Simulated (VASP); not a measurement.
Energy against volume of MgB2 (AlB2 type). These are r2SCAN+rVV10, VASP's PBE PAW potentials (set 64) (plane waves; VASP) values and carry that method's errors. Settings: 520 eV cut-off, 11×11×9 Γ-centred mesh, first-order Methfessel-Paxton smearing of 0.10 eV, potentials Mg B.

Shape and ions are relaxed at each volume.

```csv
V (Å³/atom),E (eV/atom)
8.915,-6.39802
9.200,-6.41212
9.484,-6.41682
9.769,-6.41337
```

Question: Fit these four points and predict the energy of the run at 10.053 Å³/atom.

Answer: A cubic in V^(−2/3), the third-order Birch-Murnaghan form, passes through the four points with V0 = 9.50 Å³/atom and B0 = 152 GPa, and gives -6.4028 eV/atom there. The run gave -6.4028 eV/atom, -0.0 meV/atom from the fit; all five points give B0 = 152 GPa.

The compound is MgB2 in the AlB2 type structure. It was relaxed first.
